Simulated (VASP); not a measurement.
Level of theory: PBE GGA, VASP's PBE PAW potentials (set 64) (plane waves; VASP).

VASP ran on this input.

KPOINTS:
```
Automatic mesh
0
Gamma
9 9 9
0 0 0
```

POSCAR:
```
CeO2
3.8365410
  0.0000000000   0.7071067402   0.7071067402
  0.7071067402   0.0000000000   0.7071067402
  0.7071067402   0.7071067402   0.0000000000
Ce O
1 2
Direct
  0.0000000000   0.0000000000   0.0000000000
  0.2500000000   0.2500000000   0.2500000000
  0.7500000000   0.7500000000   0.7500000000
```

**KPOINTS_OPT**
```
k-points along high-symmetry lines
10
Line-mode
Reciprocal
  0.000000   0.000000   0.000000 ! GAMMA
  0.500000   0.000000   0.500000 ! X

  0.500000   0.000000   0.500000 ! X
  0.625000   0.250000   0.625000 ! U

  0.375000   0.375000   0.750000 ! K
  0.000000   0.000000   0.000000 ! GAMMA

  0.000000   0.000000   0.000000 ! GAMMA
  0.500000   0.500000   0.500000 ! L

  0.500000   0.500000   0.500000 ! L
  0.500000   0.250000   0.750000 ! W

  0.500000   0.250000   0.750000 ! W
  0.500000   0.000000   0.500000 ! X
```

**INCAR**
```
SIGMA  =  0.05
ALGO  =  Normal   ! blocked Davidson
ISMEAR  =  -1   ! Fermi-Dirac
LMAXMIX  =  6   ! l cut-off of mixed one-centre charges
LCHARG  =  .False.
LASPH  =  .True.   ! aspherical one-centre terms
SYSTEM  =  CeO2
ENCUT  =  400
PREC  =  Accurate
LREAL  =  .False.   ! projection in real space or not
ISIF  =  2
GGA  =  PE
LWAVE  =  .False.
EDIFF  =  1E-6   ! SCF stop (eV)
NELM  =  100   ! most electronic steps
```

POTCAR, in this order: Ce O (PBE.64 set). Program: vasp_std.

At this cut-off the stress carries a Pulay error, which pulls relaxed volumes low.

Task: Predict the energy per atom (σ→0), pressure, band gap (over mesh and band path).

Result: 
```json
{
 "energy per atom (σ→0)": "-8.754 eV/atom",
 "band gap (over mesh and band path)": "1.93 eV",
 "pressure": "-12.1 kbar"
}
```

### OSZICAR
```
...
DAV:  16    -0.262626740048E+02   -0.39493E-04   -0.31670E-04  1608   0.128E-01    0.169E-01
DAV:  17    -0.262625836506E+02    0.90354E-04   -0.36349E-04  1768   0.174E-01    0.542E-02
DAV:  18    -0.262625697612E+02    0.13889E-04   -0.77896E-05  1864   0.767E-02    0.183E-02
DAV:  19    -0.262625677441E+02    0.20171E-05   -0.68658E-06  1344   0.264E-02    0.386E-03
DAV:  20    -0.262625675919E+02    0.15218E-06   -0.56991E-07   712   0.804E-03
   1 F= -.26262568E+02 E0= -.26262568E+02  d E =-.156525E-08
       N       E                     dE             ncg
       N       E                     dE             ncg
```

The structure is a typed CeO2 crystal (Fm-3m). The cell was not relaxed at this level. The run is not spin-polarised, so no magnetic state was tried.
